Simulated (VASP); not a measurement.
Calculation: PBEsol GGA, VASP's PBE PAW potentials (set 64) (plane waves; VASP).

VASP ran on this input.

KPOINTS:
```
Automatic mesh
0
Gamma
4 5 1
0 0 0
```

### POSCAR
```
GaP(110) slab
5.4366870
  1.0000000847   0.0000000000   0.0000000000
  0.0000000000   0.7071068489   0.0000000000
  0.0000000000   0.0000000000   4.8736143576
Ga P
6 6
Direct
  0.9450623596   0.0000000000   0.6654755954
  0.5189853581   0.5000000000   0.6124128285
  0.0157831796   0.0000000000   0.5348723662
  0.5157831796   0.5000000000   0.4651276338
  0.0189853581   0.0000000000   0.3875871715
  0.4450623596   0.5000000000   0.3345244046
  0.2683318880   0.0000000000   0.6081490135
  0.7381506447   0.5000000000   0.6897162856
  0.2636865701   0.0000000000   0.4622689862
  0.7636865701   0.5000000000   0.5377310138
  0.2381506447   0.0000000000   0.3102837144
  0.7683318880   0.5000000000   0.3918509865
```

### INCAR
```
SYSTEM = GaP(110) slab
PREC = Normal
ENCUT = 400
EDIFF = 1E-6
NELM = 100
ALGO = Normal
LREAL = .FALSE.
LASPH = .TRUE.
ISMEAR = 0
SIGMA = 0.05
GGA = PS
LMAXMIX = 4
LWAVE = .FALSE.
LCHARG = .FALSE.
NELMIN = 4
LDIPOL = .TRUE.
IDIPOL = 3
DIPOL = 0.5 0.5 0.5
LVHAR = .TRUE.
LORBIT = 11
```

POTCAR, in this order: Ga_d P (PBE.64 set). Program: vasp_std. Read from the step before: WAVECAR.

What VASP printed:

### OUTCAR
```
 ion  position               nearest neighbor table
   1  0.945  0.000  0.665-   8 2.32   8 2.32   7 2.32
   2  0.519  0.500  0.612-   7 2.36   7 2.36   8 2.37  10 2.38
   3  0.016  0.000  0.535-   9 2.35  10 2.36  10 2.36   7 2.38
   4  0.516  0.500  0.465-  10 2.35   9 2.36   9 2.36  12 2.38
   5  0.019  0.000  0.388-  12 2.36  12 2.36  11 2.37   9 2.38
   6  0.445  0.500  0.335-  11 2.32  11 2.32  12 2.32
   7  0.268  0.000  0.608-   1 2.32   2 2.36   2 2.36   3 2.38
   8  0.738  0.500  0.690-   1 2.32   1 2.32   2 2.37
   9  0.264  0.000  0.462-   3 2.35   4 2.36   4 2.36   5 2.38
  10  0.764  0.500  0.538-   4 2.35   3 2.36   3 2.36   2 2.38
  11  0.238  0.000  0.310-   6 2.32   6 2.32   5 2.37
  12  0.768  0.500  0.392-   6 2.32   5 2.36   5 2.36   4 2.38
  LATTYP: Found a simple orthorhombic cell.
 ALAT       =     3.8443186128
 B/A-ratio  =     1.4142135468
 C/A-ratio  =     6.8923308627
 Subroutine PRICEL returns:
 Original cell was already a primitive cell.
 Subroutine GETGRP returns: Found  4 space group operations
The static configuration has the point symmetry C_1h.
 The point group associated with its full space group is C_2v.
The dynamic configuration has the point symmetry C_1h.
 Subroutine INISYM returns: Found  4 space group operations
 Subroutine IBZKPT returns following result:
 Found      9 irreducible k-points:

 Following reciprocal coordinates:
            Coordinates               Weight
  0.000000  0.000000  0.000000      1.000000
  0.250000  0.000000  0.000000      2.000000
  0.500000  0.000000  0.000000      1.000000
  0.000000  0.200000  0.000000      2.000000
  0.250000  0.200000  0.000000      4.000000
  0.500000  0.200000  0.000000      2.000000
  0.000000  0.400000  0.000000      2.000000
  0.250000  0.400000  0.000000      4.000000
  0.500000  0.400000  0.000000      2.000000
   k-points           NKPTS =      9   k-points in BZ     NKDIM =      9   number of bands    NBANDS=     64
   number of dos      NEDOS =    301   number of ions     NIONS =     12
   total plane-waves  NPLWV =  78400
   dimension x,y,z NGX =    28 NGY =   20 NGZ =  140
   dimension x,y,z NGXF=    56 NGYF=   40 NGZF=  280
   ions per type =               6   6
   PREC   = normal    normal or accurate (medium, high low for compatibility)
   ISTART =      1    job   : 0-new  1-cont  2-samecut
   ICHARG =      0    charge: 1-file 2-atom 10-const
   ISPIN  =      1    spin polarized calculation?
   LNONCOLLINEAR =      F non collinear calculations
   LSORBIT =      F    spin-orbit coupling
   INIWAV =      1    electr: 0-lowe 1-rand  2-diag
   ENCUT  =  400.0 eV  29.40 Ry    5.42 a.u.   8.87  6.27 43.21*2*pi/ulx,y,z
   NELM   =    100;   NELMIN=  4; NELMDL=  0     # of ELM steps
   EDIFF  = 0.1E-05   stopping-criterion for ELM
   LREAL  =      F    real-space projection
   NLSPLINE    = F    spline interpolate recip. space projectors
   LMAXMIX     =    4 max onsite mixed and CHGCAR
   VOSKOWN=      0    Vosko Wilk Nusair interpolation
   EDIFFG = 0.1E-04   stopping-criterion for IOM
   NSW    =      0    number of steps for IOM
   NBLOCK =      1;   KBLOCK =      1    inner block; outer block
   IBRION =     -1    ionic relax: 0-MD 1-quasi-New 2-CG
   NFREE  =      0    steps in history (QN), initial steepest desc. (CG)
   ISIF   =      2    stress and relaxation
   ISYM   =      2    0-nonsym 1-usesym 2-fastsym
   TEIN   =    0.0    initial temperature
   TEBEG  =    0.0;   TEEND  =   0.0 temperature during run
   SMASS  =  -3.00    Nose mass-parameter (am)
   PSTRESS=    0.0 pullay stress
   NELECT =     108.0000    total number of electrons
   EFERMI =   0.00;   METHOD = LEGACY
   ISMEAR =     0;   SIGMA  =   0.05  broadening in eV -4-tet -1-fermi 0-gaus
   IALGO  =     38    algorithm
   LDIAG  =      T    sub-space diagonalisation (order eigenvalues)
   IMIX   =      4    mixing-type and parameters
...
```

OSZICAR:
```
       N       E                     dE             d eps       ncg     rms          rms(c)
DAV:   1    -0.571817762176E+02   -0.57182E+02   -0.36366E-05  1504   0.781E-02    0.537E-03
DAV:   2    -0.571817741727E+02    0.20449E-05   -0.13483E-05  1336   0.399E-02    0.470E-03
DAV:   3    -0.571817741343E+02    0.38428E-07   -0.29862E-06   976   0.107E-02    0.369E-03
DAV:   4    -0.571817741822E+02   -0.47972E-07   -0.53827E-07   760   0.114E-02
   1 F= -.57181774E+02 E0= -.57181774E+02  d E =-.928789E-11
```

File OUTCAR:
```
------------------------ aborting loop because EDIFF is reached ----------------------------------------
  FORCE on cell =-STRESS in cart. coord.  units (eV):
  Direction    XX          YY          ZZ          XY          YZ          ZX
  --------------------------------------------------------------------------------------
  Total       -1.3982664     -2.3759759     -0.7045151      0.0000000      0.0000000      0.0000000
  in kB       -4.0453980     -6.8740608     -2.0382696      0.0000000      0.0000000      0.0000000
  external PRESSURE =      -4.3192428 kB  Pullay stress =       0.0000000 kB
  volume of cell :      553.78
      direct lattice vectors                 reciprocal lattice vectors
     5.436687460  0.000000000  0.000000000     0.183935532  0.000000000  0.000000000
     0.000000000  3.844318613  0.000000000     0.000000000  0.260124121  0.000000000
     0.000000000  0.000000000 26.496315821     0.000000000  0.000000000  0.037741096
 POSITION                                       TOTAL-FORCE (eV/Angst)
 -----------------------------------------------------------------------------------
      5.13801      0.00000     17.63265         0.008439      0.000000     -0.019469
      2.82156      1.92216     16.22668        -0.011502      0.000000     -0.018111
      0.08581      0.00000     14.17215        -0.009627      0.000000      0.002729
      2.80415      1.92216     12.32417        -0.009627      0.000000     -0.002729
      0.10322      0.00000     10.26963        -0.011502      0.000000      0.018111
      2.41966      1.92216      8.86366         0.008439      0.000000      0.019469
      1.45884      0.00000     16.11371         0.004711      0.000000      0.010010
      4.01309      1.92216     18.27494         0.003691      0.000000     -0.011121
      1.43358      0.00000     12.24843         0.004287      0.000000     -0.004541
      4.15193      1.92216     14.24789         0.004287      0.000000      0.004541
      1.29475      0.00000      8.22138         0.003691      0.000000      0.011121
      4.17718      1.92216     10.38261         0.004711      0.000000     -0.010010
 -----------------------------------------------------------------------------------
    total drift:                               -0.006578      0.000000     -0.000060
  FREE ENERGIE OF THE ION-ELECTRON SYSTEM (eV)
  ---------------------------------------------------
  free  energy   TOTEN  =       -57.1817741822 eV

  energy  without entropy=      -57.1817741822  energy(sigma->0) =      -57.18177418

 total charge

# of ion       s       p       d       tot
------------------------------------------
    1        0.931   0.748   9.993  11.672
    2        0.862   0.842  10.014  11.718
    3        0.865   0.852  10.011  11.728
    4        0.865   0.852  10.011  11.728
    5        0.862   0.842  10.014  11.718
    6        0.931   0.748   9.993  11.672
    7        1.021   1.506   0.000   2.527
    8        1.065   1.424   0.000   2.489
    9        1.020   1.503   0.000   2.523
   10        1.020   1.503   0.000   2.523
   11        1.065   1.424   0.000   2.489
   12        1.021   1.506   0.000   2.527
--------------------------------------------------
tot         11.529  13.747  60.037  85.313
```
(Selected blocks of OUTCAR.)

The cell is a thin slab with vacuum, built from GaP (zinc blende): (110) face.
